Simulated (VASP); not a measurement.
Method: PBE GGA, VASP's PBE PAW potentials (set 64) (plane waves; VASP 6.6.1).

The input files of a VASP run:

File KPOINTS:
```
k-points along high-symmetry lines
15
Line-mode
Reciprocal
  0.000000   0.000000   0.000000 ! GAMMA
 -0.500000  -0.500000   0.000000 ! X

 -0.500000  -0.500000   0.000000 ! X
 -0.375000  -0.375000   0.250000 ! U

 -0.375000  -0.000000   0.375000 ! K
  0.000000   0.000000   0.000000 ! GAMMA

  0.000000   0.000000   0.000000 ! GAMMA
 -0.000000   0.000000   0.500000 ! L

 -0.000000   0.000000   0.500000 ! L
 -0.500000  -0.250000   0.250000 ! W

 -0.500000  -0.250000   0.250000 ! W
 -0.500000  -0.500000   0.000000 ! X
```

File POSCAR:
```
ZnSe
1
   -0.0000000000     2.8698492386     2.8698492386
    2.8698492386     0.0000000000     2.8698492386
    2.8698492386     2.8698492386     0.0000000000
Zn Se
1 1
Direct
  0.0000000000   0.0000000000   0.0000000000
  0.2500000000   0.2500000000   0.2500000000
```

INCAR:
```
ALGO = Normal
EDIFF = 1E-6
ENCUT = 520
GGA = PE
ICHARG = 11
ISMEAR = 0
LASPH = .TRUE.
LCHARG = .FALSE.
LMAXMIX = 4
LREAL = .FALSE.
LWAVE = .FALSE.
NELM = 100
PREC = Accurate
SIGMA = 0.05
SYSTEM = ZnSe
```

POTCAR, in this order: Zn Se (PBE.64 set). Program: vasp_std. Read from the step before: CHGCAR.

The resulting files:

### OSZICAR
```
       N       E                     dE             d eps       ncg     rms          rms(c)
DAV:   1     0.864634898711E+02    0.86463E+02   -0.91369E+03  2340   0.156E+03
DAV:   2     0.693849182574E+00   -0.85770E+02   -0.81646E+02  2510   0.281E+02
DAV:   3    -0.496250894054E+01   -0.56564E+01   -0.55678E+01  2885   0.700E+01
DAV:   4    -0.501711840611E+01   -0.54609E-01   -0.54594E-01  2560   0.734E+00
DAV:   5    -0.501741553350E+01   -0.29713E-03   -0.29712E-03  2800   0.494E-01
DAV:   6    -0.501741814644E+01   -0.26129E-05   -0.26129E-05  2625   0.474E-02
DAV:   7    -0.501741817502E+01   -0.28582E-07   -0.28588E-07  2100   0.486E-03
   1 F= -.50174182E+01 E0= -.50174182E+01  d E =-.413046E-11
```

File OUTCAR:
```
 val. band max:        1.2962987937   @ k =   0.0000   0.0000   0.0000

 cond. band min:       2.4353499034   @ k =   0.0000   0.0000   0.0000



 k-point     1 :       0.0000    0.0000    0.0000
  band No.  band energies     occupation
      1     -11.7268      2.00000
      2      -5.1198      2.00000
      3      -5.1198      2.00000
      4      -5.1198      2.00000
      5      -4.7836      2.00000
      6      -4.7836      2.00000
      7       1.2963      2.00000
      8       1.2963      2.00000
      9       1.2963      2.00000
     10       2.4353      0.00000
     11       7.1059      0.00000
     12       7.1059      0.00000
     13       7.1059      0.00000

 k-point     2 :      -0.0357   -0.0357    0.0000
  band No.  band energies     occupation
      1     -11.7163      2.00000
      2      -5.1203      2.00000
      3      -5.1175      2.00000
      4      -5.1175      2.00000
      5      -4.7845      2.00000
      6      -4.7831      2.00000
      7       1.0862      2.00000
      8       1.2599      2.00000
      9       1.2599      2.00000
     10       2.6573      0.00000
     11       7.0279      0.00000
     12       7.1615      0.00000
     13       7.1615      0.00000

 k-point     3 :      -0.0714   -0.0714    0.0000
  band No.  band energies     occupation
      1     -11.6852      2.00000
      2      -5.1216      2.00000
      3      -5.1107      2.00000
      4      -5.1107      2.00000
      5      -4.7872      2.00000
      6      -4.7815      2.00000
      7       0.6703      2.00000
      8       1.1557      2.00000
      9       1.1557      2.00000
     10       3.1058      0.00000
     11       6.8199      0.00000
     12       7.3235      0.00000
     13       7.3235      0.00000

 k-point     4 :      -0.1071   -0.1071    0.0000
  band No.  band energies     occupation
      1     -11.6344      2.00000
      2      -5.1233      2.00000
      3      -5.0995      2.00000
      4      -5.0994      2.00000
...
```

The density is held fixed in this step, so its total energy and stress have no physical meaning.

The compound is ZnSe in the zinc blende structure. It was relaxed first.
